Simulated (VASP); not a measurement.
# PbO (Litharge): exact exchange and RPA correlation, part 4 of 6

Aim: total energies of PbO (Litharge) from exact exchange and RPA correlation, beside cheaper functionals. The scan starts from a database cell, scaled to the smallest volume of the series. The cell has space group P4/nmm. Left out of this account: 3 further runs (self-consistent run and share of exact exchange: the chain at volume ratio 1.06 didn't finish; empty bands: ended at its time limit). The start is a cell from a database of measured crystal structures.

VASP 6.6.1, plane waves and PAW; the level of theory is named at each step.

So far. Step 14 (Orbitals for comparison: HSE06, volume ratio 0.96): The run ends at a pressure of -0.03 GPa, with forces up to 0.0054 eV/Å. Step 15 (Comparison: HSE06, volume ratio 0.96): Its energy is -6.8093 eV an atom, on a zero of its own.

The database entry behind the starting cell differs from later determinations by our own check (an axis about 0.4 % long against later determinations), so it need not match the best structure at ambient conditions.

### Step 16. Orbitals, volume ratio 0.99

This step: LDA; plane waves and PAW (Pb_d_GW, O_GW) (VASP 6.6.1).

The same chain follows at a volume ratio of 0.99.

INCAR

```
SYSTEM = PbO
PREC = Accurate
ENCUT = 560
EDIFF = 1E-08
NELM = 100
ISMEAR = 0
SIGMA = 0.05
LREAL = .FALSE.
ALGO = Normal
GGA = CA
NBANDS = 28
LORBIT = 11
LWAVE = .TRUE.
LCHARG = .FALSE.
KPAR = 4
```

POSCAR

```
PbO
1.0
    3.9766554187      0.0000000000      0.0000000000
    0.0000000000      3.9766554187      0.0000000000
    0.0000000000      0.0000000000      4.9932440220
Pb O
2 2
Direct
    0.5000000000      0.0000000000      0.7600000000
    0.0000000000      0.5000000000      0.2400000000
    0.5000000000      0.5000000000      0.0000000000
    0.0000000000      0.0000000000      0.0000000000
```

KPOINTS

```
Automatic mesh
0
Gamma
4 4 3
0 0 0
```

PAW data sets: Pb_d_GW and O_GW (LDA family, release 64).

Run with:

```bash
mpirun -np 4 vasp_std
```

Output:

```text
[... set-up lines as in an earlier step ...]
 entering main loop
       N       E                     dE             d eps       ncg     rms          rms(c)
DAV:   1     0.547381380598E+03    0.54738E+03   -0.26867E+04  1020   0.280E+03
DAV:   2     0.496090463307E+02   -0.49777E+03   -0.48052E+03   904   0.788E+02
DAV:   3    -0.240699448598E+02   -0.73679E+02   -0.70263E+02  1080   0.311E+02
DAV:   4    -0.287724556936E+02   -0.47025E+01   -0.46703E+01  1136   0.805E+01
[...]
DAV:  13    -0.244149550651E+02    0.59344E-07   -0.11698E-06  1112   0.209E-02    0.149E-03
DAV:  14    -0.244149550465E+02    0.18636E-07   -0.55795E-08   772   0.380E-03    0.219E-04
DAV:  15    -0.244149550482E+02   -0.16771E-08   -0.15344E-08   504   0.270E-03
   1 F= -.24414955E+02 E0= -.24414955E+02  d E =-.299684E-36
 writing wavefunctions
```

Run time: 12 s. Hardware: 4 MPI ranks of Intel Xeon Platinum 8259CL at 2.50GHz (Skylake/Cascade Lake), shared host; peak memory 0.73 GiB.

From OUTCAR (step 16):

```text
  Total       -1.3121297     -1.3121297     -1.3064803      0.0000000      0.0000000      0.0000000
  in kB      -26.6237138    -26.6237138    -26.5090854      0.0000000      0.0000000      0.0000000
  external PRESSURE =     -26.5855044 kB  Pullay stress =       0.0000000 kB

 POSITION                                       TOTAL-FORCE (eV/Angst)
 -----------------------------------------------------------------------------------
      1.98833      0.00000      3.79487        -0.000000      0.000000      0.428019
      0.00000      1.98833      1.19838         0.000000      0.000000     -0.428019
      1.98833      1.98833      0.00000         0.000000      0.000000      0.000000
      0.00000      0.00000      0.00000         0.000000      0.000000      0.000000
 -----------------------------------------------------------------------------------
    total drift:                                0.000000     -0.000000      0.000000

  FREE ENERGIE OF THE ION-ELECTRON SYSTEM (eV)
  ---------------------------------------------------
  free  energy   TOTEN  =       -24.4149550482 eV

  energy  without entropy=      -24.4149550482  energy(sigma->0) =      -24.41495505

[... 1 part as in an earlier step ...]

[... 2 further parts left out ...]
[key lines of the parts left out:]
E-fermi :   2.8174
```

The run ends at a pressure of -2.66 GPa, with forces up to 0.43 eV/Å.

### Step 17. Exact exchange, volume ratio 0.99

This step: Hartree-Fock energy on LDA orbitals; plane waves and PAW (Pb_d_GW, O_GW) (VASP 6.6.1).

Exact exchange at this point.

INCAR

```
SYSTEM = PbO
PREC = Accurate
ENCUT = 560
ISMEAR = 0
SIGMA = 0.05
LREAL = .FALSE.
GGA = CA
NBANDS = 28
ALGO = Eigenval
NELM = 1
LHFCALC = .TRUE.
AEXX = 1
ALDAC = 0
AGGAC = 0
PRECFOCK = Normal
LWAVE = .FALSE.
LCHARG = .FALSE.
```

POSCAR is that of step 16.

KPOINTS is that of step 16.

The WAVECAR or CHGCAR of an earlier step is read.

Run with:

```bash
mpirun -np 4 vasp_std
```

Output:

```text
[... set-up lines as in an earlier step ...]
 entering main loop
       N       E                     dE             d eps       ncg     rms          rms(c)
EIG:   1    -0.451707999621E+02   -0.45171E+02    0.00000E+00     0   0.000E+00
   1 F= -.45170800E+02 E0= -.45170800E+02  d E =-.299684E-36
```

Elapsed: 3 min, on 4 MPI ranks; peak memory 0.61 GiB; 9.5 min of CPU time.

From OUTCAR (step 17):

```text
 POSITION                                       TOTAL-FORCE (eV/Angst)
 -----------------------------------------------------------------------------------
      1.98833      0.00000      3.79487        -0.000000      0.000000      0.070258
      0.00000      1.98833      1.19838         0.000000      0.000000     -0.070258
      1.98833      1.98833      0.00000         0.000000      0.000000      0.000000
      0.00000      0.00000      0.00000        -0.000000      0.000000      0.000000
 -----------------------------------------------------------------------------------
    total drift:                                0.000002      0.000000     -0.000001

  FREE ENERGIE OF THE ION-ELECTRON SYSTEM (eV)
  ---------------------------------------------------
  free  energy   TOTEN  =       -45.1707999621 eV

  energy  without entropy=      -45.1707999621  energy(sigma->0) =      -45.17079996

[... 2 parts as in an earlier step ...]

[... 1 further part left out ...]
[key lines of the parts left out:]
E-fermi :   2.8174
```

The Hartree-Fock energy on these orbitals is -11.2927 eV an atom.

### Step 18. Empty bands, volume ratio 0.99

This step: LDA; plane waves and PAW (Pb_d_GW, O_GW) (VASP 6.6.1).

The empty bands are made again, for the run that follows.

INCAR

```
SYSTEM = PbO
PREC = Accurate
ENCUT = 560
ISMEAR = 0
SIGMA = 0.05
LREAL = .FALSE.
GGA = CA
NBANDS = 1296
ALGO = Exact
NELM = 1
LWAVE = .TRUE.
LCHARG = .FALSE.
LOPTICS = .TRUE.
NEDOS = 1000
CSHIFT = 0.1
```

POSCAR is that of step 17.

KPOINTS is that of step 17.

Run with:

```bash
mpirun -np 4 vasp_std
```

Output:

```text
[banner, memory and clock lines left out]
running    4 mpi-ranks, on    1 nodes
[...]
LDA part: xc-table for (Slater(with rela. corr.)+CA(PZ))
 , standard interpolation
 found WAVECAR, reading the header
  number of bands has changed, file:    28 present:  1296
  trying to continue reading WAVECAR, but it might fail
 POSCAR, INCAR and KPOINTS ok, starting setup
[...]
reading WAVECAR
 random initialization beyond band           28
 the WAVECAR file was read successfully
 initial charge from wavefunction
 entering main loop
       N       E                     dE             d eps       ncg     rms          rms(c)
DIA:   1    -0.244149550555E+02   -0.24415E+02    0.00000E+00     0   0.000E+00
   1 F= -.24414955E+02 E0= -.24414955E+02  d E =-.972765E-31
 writing wavefunctions
 optical routines
 imaginary and real dielectric function
 recalculating local potential from charge density
 direction            1
 direction            2
 direction            3
```

Wall time 2.5 min (4 MPI ranks); peak memory 2.5 GiB.

Parts of OUTCAR (step 18):

```text
  Total       -1.3114375     -1.3114375     -1.3069525      0.0000000      0.0000000      0.0000000
  in kB      -26.6096687    -26.6096687    -26.5186653      0.0000000      0.0000000      0.0000000
  external PRESSURE =     -26.5793342 kB  Pullay stress =       0.0000000 kB

 POSITION                                       TOTAL-FORCE (eV/Angst)
 -----------------------------------------------------------------------------------
      1.98833      0.00000      3.79487        -0.000000      0.000000      0.428417
      0.00000      1.98833      1.19838         0.000000     -0.000000     -0.428417
      1.98833      1.98833      0.00000         0.000000     -0.000000      0.000000
      0.00000      0.00000      0.00000        -0.000000      0.000000      0.000000
 -----------------------------------------------------------------------------------
    total drift:                                0.000000     -0.000000      0.000000

  FREE ENERGIE OF THE ION-ELECTRON SYSTEM (eV)
  ---------------------------------------------------
  free  energy   TOTEN  =       -24.4149550555 eV

  energy  without entropy=      -24.4149550555  energy(sigma->0) =      -24.41495506

[... 1 part as in an earlier step ...]

[... 2 further parts left out ...]
[key lines of the parts left out:]
E-fermi :   2.5713
```

WAVECAR now holds 1296 bands for 44 electrons.

### Step 19. RPA correlation, volume ratio 0.99

This step: RPA correlation on LDA orbitals; plane waves and PAW (Pb_d_GW, O_GW) (VASP 6.6.1).

RPA correlation at this point.

INCAR

```
SYSTEM = PbO
PREC = Accurate
ENCUT = 560
ISMEAR = 0
SIGMA = 0.05
LREAL = .FALSE.
GGA = CA
NBANDS = 1296
ALGO = ACFDT
ENCUTGW = 160
NOMEGA = 12
PRECFOCK = Fast
LWAVE = .FALSE.
LCHARG = .FALSE.
```

POSCAR is that of step 18.

KPOINTS is that of step 18.

Run with:

```bash
mpirun -np 4 vasp_std
```

Output:

```text
[banner, memory and clock lines left out]
running    4 mpi-ranks, on    1 nodes
[...]
LDA part: xc-table for (Slater(with rela. corr.)+CA(PZ))
 , standard interpolation
 found WAVECAR, reading the header
 POSCAR, INCAR and KPOINTS ok, starting setup
[...]
reading WAVECAR
 the WAVECAR file was read successfully
 initial charge from wavefunction
 available memory per node:    117.71 GB, setting MAXMEM to    120532

 The Fermi energy was updated, please check that it is located mid-gap
 values below the HOMO (VB) or above the LUMO (CB) will cause erroneous energies
 E-fermi :   2.7143

 the WAVEDER file was read successfully
 set NWRITE>2 for more details about minimax calculation
 number of imaginary grid points requested:      12
 number of distinct grids requested:  1
 quadrature errors minimized for energies in [ 0.109E+01, 0.502E+03 ]
 bosonic grid (T=0, re) determined with error: 0.1855E-06
 bosonic grid (re): 0.1855E-06
       0.2694       0.8832       1.7510       3.1501       5.5672
[...]
NQ=   6    0.5000    0.5000    0.0000,
|.........|.........|.........|.........
 performed      96864000 updates of chi_q(r,r)
 total number of BLAS operations     100535.43 Gflops
NQ=   7    0.0000    0.0000    0.3333,
|.........|.........|.........|.........
 performed     113008000 updates of chi_q(r,r)
 total number of BLAS operations     115997.11 Gflops
NQ=   8    0.2500    0.0000    0.3333,
|.........|.........|.........|.........
 performed     129152000 updates of chi_q(r,r)
 total number of BLAS operations     132828.46 Gflops
NQ=   9    0.5000    0.0000    0.3333,
|.........|.........|.........|.........
 performed     145296000 updates of chi_q(r,r)
 total number of BLAS operations     150318.88 Gflops
NQ=  10    0.2500    0.2500    0.3333,
|.........|.........|.........|.........
 performed     161440000 updates of chi_q(r,r)
 total number of BLAS operations     167431.14 Gflops
NQ=  11    0.5000    0.2500    0.3333,
|.........|.........|.........|.........
 performed     177584000 updates of chi_q(r,r)
 total number of BLAS operations     184355.87 Gflops
NQ=  12    0.5000    0.5000    0.3333,
|.........|.........|.........|.........
 performed     193728000 updates of chi_q(r,r)
 total number of BLAS operations     201846.29 Gflops
 entering main loop
```

Run time: 44 min. Hardware: 4 MPI ranks; peak memory 3.7 GiB.

From OUTCAR (step 19):

```text
      cutoff energy     smooth cutoff   RPA   correlation   Hartree contr. to MP2
---------------------------------------------------------------------------------
            160.000           128.000      -48.9269052859      -83.6366046933
            152.381           121.905      -48.3807765824      -82.8725472911
            145.125           116.100      -47.8109567638      -82.0620574849
            138.214           110.571      -47.2127803320      -81.1974367453
            131.632           105.306      -46.5892277363      -80.2811870237
            125.364           100.291      -45.9417742933      -79.3137308606
            119.394            95.516      -45.2640948394      -78.2855522501
            113.709            90.967      -44.5620118639      -77.2037884941
  linear regression

[... 2 parts as in an earlier step ...]

[... 2 further parts left out ...]
[key lines of the parts left out:]
E-fermi :   2.7143
```

Extrapolated by the program to an infinite response cutoff, the correlation energy is -13.846 eV an atom, -9 meV against the point before. With exact exchange the total is -25.1389 eV an atom.

### Step 20. Comparison: r2SCAN, volume ratio 0.99

This step: r2SCAN; plane waves and PAW (Pb_d_GW, O_GW) (VASP 6.6.1).

The comparison at this point.

INCAR

```
SYSTEM = PbO
PREC = Accurate
ENCUT = 560
EDIFF = 1E-06
NELM = 100
ISMEAR = 0
SIGMA = 0.05
LREAL = .FALSE.
ALGO = Normal
METAGGA = R2SCAN
LASPH = .TRUE.
NBANDS = 28
LWAVE = .FALSE.
LCHARG = .FALSE.
KPAR = 4
```

POSCAR is that of step 19.

KPOINTS is that of step 19.

Run with:

```bash
mpirun -np 4 vasp_std
```

Output:

```text
[... set-up lines as in an earlier step ...]
 entering main loop
       N       E                     dE             d eps       ncg     rms          rms(c)
DAV:   1    -0.250955435052E+04   -0.25096E+04   -0.27494E+04  1024   0.286E+03
DAV:   2    -0.302083013192E+04   -0.51128E+03   -0.49400E+03   920   0.810E+02
DAV:   3    -0.309843160774E+04   -0.77601E+02   -0.73956E+02  1084   0.323E+02
DAV:   4    -0.310330699368E+04   -0.48754E+01   -0.48415E+01  1120   0.831E+01
[...]
DAV:  13    -0.308711545324E+04    0.16577E-04   -0.13511E-04   968   0.165E-01    0.111E-02
DAV:  14    -0.308711545215E+04    0.10938E-05   -0.10433E-05  1012   0.419E-02    0.305E-03
DAV:  15    -0.308711545207E+04    0.84601E-07   -0.10189E-06   460   0.189E-02
   1 F= -.30871155E+04 E0= -.30871155E+04  d E =-.207328E-58
```

Elapsed: 44 s, on 4 MPI ranks; peak memory 0.87 GiB.

OUTCAR, selected parts (step 20):

```text
  Total        0.3856502      0.3856502      0.1121918      0.0000000      0.0000000      0.0000000
  in kB        7.8250199      7.8250199      2.2764228      0.0000000      0.0000000      0.0000000
  external PRESSURE =       5.9754875 kB  Pullay stress =       0.0000000 kB

 POSITION                                       TOTAL-FORCE (eV/Angst)
 -----------------------------------------------------------------------------------
      1.98833      0.00000      3.79487         0.000000      0.000000      0.229108
      0.00000      1.98833      1.19838        -0.000000      0.000000     -0.229108
      1.98833      1.98833      0.00000         0.000000      0.000000      0.000000
      0.00000      0.00000      0.00000        -0.000000     -0.000000      0.000000
 -----------------------------------------------------------------------------------
    total drift:                                0.000000     -0.000000      0.000000

  FREE ENERGIE OF THE ION-ELECTRON SYSTEM (eV)
  ---------------------------------------------------
  free  energy   TOTEN  =     -3087.1154520656 eV

  energy  without entropy=    -3087.1154520656  energy(sigma->0) =    -3087.11545207

[... 2 parts as in an earlier step ...]

[... 1 further part left out ...]
[key lines of the parts left out:]
E-fermi :   2.8997
```

Its energy is -771.7789 eV an atom, on a zero of its own.

### Step 21. Orbitals for comparison: HSE06, volume ratio 0.99

This step: LDA; plane waves and PAW (Pb_d_GW, O_GW) (VASP 6.6.1).

Starting orbitals, as before.

INCAR

```
SYSTEM = PbO
PREC = Accurate
ENCUT = 560
EDIFF = 1E-05
NELM = 100
ISMEAR = 0
SIGMA = 0.05
LREAL = .FALSE.
ALGO = Normal
GGA = CA
NBANDS = 28
LORBIT = 11
LWAVE = .TRUE.
LCHARG = .FALSE.
KPAR = 4
```

POSCAR is that of step 20.

KPOINTS is that of step 20.

Run with:

```bash
mpirun -np 4 vasp_std
```

Output:

```text
[... set-up lines as in an earlier step ...]
 entering main loop
       N       E                     dE             d eps       ncg     rms          rms(c)
[... 10 cycles as in an earlier step ...]
DAV:  11    -0.244149539688E+02   -0.13022E-04   -0.68028E-05   912   0.997E-02    0.861E-03
DAV:  12    -0.244149547320E+02   -0.76318E-06   -0.40662E-06   468   0.595E-02
   1 F= -.24414955E+02 E0= -.24414955E+02  d E =-.432382E-35
 writing wavefunctions
```

The job ended after 9.2 s (4 MPI ranks; peak memory 0.73 GiB; 28 s of CPU time).

From OUTCAR (step 21):

```text
  Total       -1.3267844     -1.3267844     -1.3209287      0.0000000     -0.0000000      0.0000000
  in kB      -26.9210643    -26.9210643    -26.8022501      0.0000000     -0.0000000      0.0000000
  external PRESSURE =     -26.8814596 kB  Pullay stress =       0.0000000 kB

 POSITION                                       TOTAL-FORCE (eV/Angst)
 -----------------------------------------------------------------------------------
      1.98833      0.00000      3.79487         0.000000      0.000000      0.419048
      0.00000      1.98833      1.19838        -0.000000      0.000000     -0.419048
      1.98833      1.98833      0.00000         0.000000      0.000000     -0.000000
      0.00000      0.00000      0.00000        -0.000000     -0.000000     -0.000000
 -----------------------------------------------------------------------------------
    total drift:                                0.000000     -0.000000      0.000000

  FREE ENERGIE OF THE ION-ELECTRON SYSTEM (eV)
  ---------------------------------------------------
  free  energy   TOTEN  =       -24.4149547320 eV

  energy  without entropy=      -24.4149547320  energy(sigma->0) =      -24.41495473

[... 2 parts as in an earlier step ...]

[... 1 further part left out ...]
[key lines of the parts left out:]
E-fermi :   2.8249
```

The run ends at a pressure of -2.69 GPa, with forces up to 0.42 eV/Å.

### Step 22. Comparison: HSE06, volume ratio 0.99

This step: HSE06; plane waves and PAW (Pb_d_GW, O_GW) (VASP 6.6.1).

The comparison at this point.

INCAR

```
SYSTEM = PbO
PREC = Accurate
ENCUT = 560
EDIFF = 1E-06
NELM = 100
ISMEAR = 0
SIGMA = 0.05
LREAL = .FALSE.
ALGO = Normal
LHFCALC = .TRUE.
AEXX = 0.25
GGA = PE
HFSCREEN = 0.2
LASPH = .TRUE.
NBANDS = 28
PRECFOCK = Fast
LWAVE = .FALSE.
LCHARG = .FALSE.
KPAR = 4
```

POSCAR is that of step 21.

KPOINTS is that of step 21.

The run starts from files that an earlier step left in the folder.

Run with:

```bash
mpirun -np 4 vasp_std
```

Output:

```text
[... set-up lines as in an earlier step ...]
 entering main loop
       N       E                     dE             d eps       ncg     rms          rms(c)
DAV:   1    -0.275704595955E+02   -0.27570E+02   -0.10919E+01   836   0.920E+01    0.324E+00
DAV:   2    -0.273231305578E+02    0.24733E+00   -0.48826E-01  1096   0.181E+01    0.168E+00
DAV:   3    -0.272588831818E+02    0.64247E-01   -0.19647E-01  1024   0.110E+01    0.803E-01
DAV:   4    -0.272517578664E+02    0.71253E-02   -0.29049E-02  1028   0.514E+00    0.387E-01
[...]
DAV:   9    -0.272501644113E+02    0.10878E-04   -0.79868E-06   832   0.597E-02    0.186E-02
DAV:  10    -0.272501613985E+02    0.30128E-05   -0.44800E-06   704   0.239E-02    0.106E-02
DAV:  11    -0.272501605098E+02    0.88872E-06   -0.86848E-07   464   0.135E-02
   1 F= -.27250161E+02 E0= -.27250161E+02  d E =-.455283E-24
```

Wall time 10 min (4 MPI ranks); peak memory 1.3 GiB.

From OUTCAR (step 22):

```text
 POSITION                                       TOTAL-FORCE (eV/Angst)
 -----------------------------------------------------------------------------------
      1.98833      0.00000      3.79487         0.000000      0.000000      0.618671
      0.00000      1.98833      1.19838         0.000000     -0.000000     -0.618671
      1.98833      1.98833      0.00000         0.000000     -0.000000      0.000000
      0.00000      0.00000      0.00000        -0.000000     -0.000000      0.000000
 -----------------------------------------------------------------------------------
    total drift:                                0.000013      0.000014     -0.000001

  FREE ENERGIE OF THE ION-ELECTRON SYSTEM (eV)
  ---------------------------------------------------
  free  energy   TOTEN  =       -27.2501605098 eV

  energy  without entropy=      -27.2501605098  energy(sigma->0) =      -27.25016051

[... 2 parts as in an earlier step ...]

[... 1 further part left out ...]
[key lines of the parts left out:]
E-fermi :   2.3035
```

Its energy is -6.8125 eV an atom, on a zero of its own.

[end of part 4 of 6]

[Lines on the potential files, build, host, timing and source positions are cut from VASP's logs without a mark.]

[Logs are printed without paths, hosts, clocks, repeated set-up lines and the standing remarks that a program may print on its own settings, such as how far it seeks lower states.]

[Hosts, paths, dates, database ids (printed as entryN), source tags and the programs' standing remarks are cut or masked in the printed files.]

[Pressures printed for these runs are not shown converged in the cutoff: they can be off by several GPa and have the wrong sign.]
